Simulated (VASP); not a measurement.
An input for Ansatz (written as the equivalent of a VASP run, and not itself run):

Ansatz 0.2 input:
```yaml
crystal:
  lattice:
    - [0.0000000, 3.2400000, 3.2400000]
    - [3.2400000, 0.0000000, 3.2400000]
    - [3.2400000, 3.2400000, 0.0000000]
  atoms:
    - { symbol: In, position: [0.0000000, 0.0000000, 0.0000000] }
    - { symbol: Sb, position: [0.2500000, 0.2500000, 0.2500000] }
kpoints:
  mp_grid: { grid: [6, 6, 6] }
hamiltonian:
  xc: pbe
  pseudopotentials: { kind: paw }
magnetization: { noncollinear: true, spin_orbit: true }
scf:
  occupations: { method: fermi_dirac, width: 0.05 }
  max_iter: 100
output: { forces: true, stress: true, eigenvalues: true }
```

Task: Translate this input to VASP (INCAR, KPOINTS, POSCAR, choice of POTCAR).

Result: One answer among several that fit: 
INCAR:
```
# general
SYSTEM         =  InSb
PREC           =  Accurate
ENCUT          =  300   # plane-wave cut-off (eV)
LREAL          =  .FALSE.   # projection in real space or not
LASPH          =  .TRUE.

# electronic loop
EDIFF          =  1E-6   # SCF stop (eV)
NELM           =  100   # most electronic steps
ALGO           =  Normal   # blocked Davidson
LMAXMIX        =  4   # l cut-off of mixed one-centre charges

# smearing
ISMEAR         =  -1   # Fermi-Dirac
SIGMA          =  0.05   # width (eV)

# functional
GGA            =  PE
GGA_COMPAT     =  .FALSE.

# spin
MAGMOM         =  6*0.0
LSORBIT        =  .TRUE.
LNONCOLLINEAR  =  .TRUE.

# ions
ISIF           =  2

# output
LWAVE          =  .FALSE.
LCHARG         =  .FALSE.
LORBIT         =  11   # lm-projected
```

File KPOINTS:
```
Automatic mesh
0
Gamma
6 6 6
0 0 0
```

**POSCAR**
```
InSb
1
    0.0000000000     3.2400000000     3.2400000000
    3.2400000000     0.0000000000     3.2400000000
    3.2400000000     3.2400000000     0.0000000000
In Sb
1 1
Direct
  0.0000000000   0.0000000000   0.0000000000
  0.2500000000   0.2500000000   0.2500000000
```

POTCAR, in this order: In_d Sb (PBE.64 set). Program: vasp_ncl.

What does not carry over: each code has its own PAW files, so the cut-off isn't converted (ENCUT is set for VASP's; basis.ecutwfc is left out, and Ansatz then takes the one that its files recommend); Ansatz stops its SCF on the density residual and VASP on the energy change (EDIFF).

The structure is a typed InSb crystal (F-43m). The cell was not relaxed at this level. The run is one of a series of settings (GGA_COMPAT = .FALSE., LNONCOLLINEAR = .TRUE., LSORBIT = .TRUE., MAGMOM = 0.0 0.0 0.0 0.0 0.0 0.0, program vasp_ncl against the base run), some of them coarse on purpose.
